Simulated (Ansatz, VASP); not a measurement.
NaCu2Au2 in VASP and in Ansatz

```
CELL_PARAMETERS angstrom
4.57073 0.00000 0.00000
3.65953 2.73850 0.00000
0.00000 0.00000 22.67934
ATOMIC_POSITIONS crystal
Cu 0.72232 0.72232 0.42005
Cu 0.16697 0.16697 0.52820
Au 0.00000 0.00000 0.36597
Au 0.44464 0.44464 0.47413
Na 0.43736 0.43736 0.59833
```

Alike in both runs: functional LDA; k mesh 6 × 6 × 1; occupations fermi-dirac, width 0.15 eV; no spin polarisation.

Ansatz relaxed the structure, and its values are those at the end. VASP's run is a single point on that final structure, the one shown.

|  | VASP | Ansatz |
| --- | --- | --- |
| version | VASP 6.6.1 | Ansatz 0.2.0 |
| potentials or method | VASP PAW LDA potentials, release 64 (Cu, Au, Na_pv) | plane waves, PAW |
| plane-wave cutoff (eV) | 520 | 470 |
| valence electrons in the cell | 51 | 85 |

```csv
,VASP,Ansatz,Ansatz less VASP
rms of the force components (eV/Å),0.326,0.337,+0.0102
```

The two sets of potentials don't hold the same shells in valence.

Caveats: the k mesh is coarse (spacing up to 0.38 Å⁻¹), so the values aren't converged. Spin-orbit coupling is left out, which matters for the levels of Au.
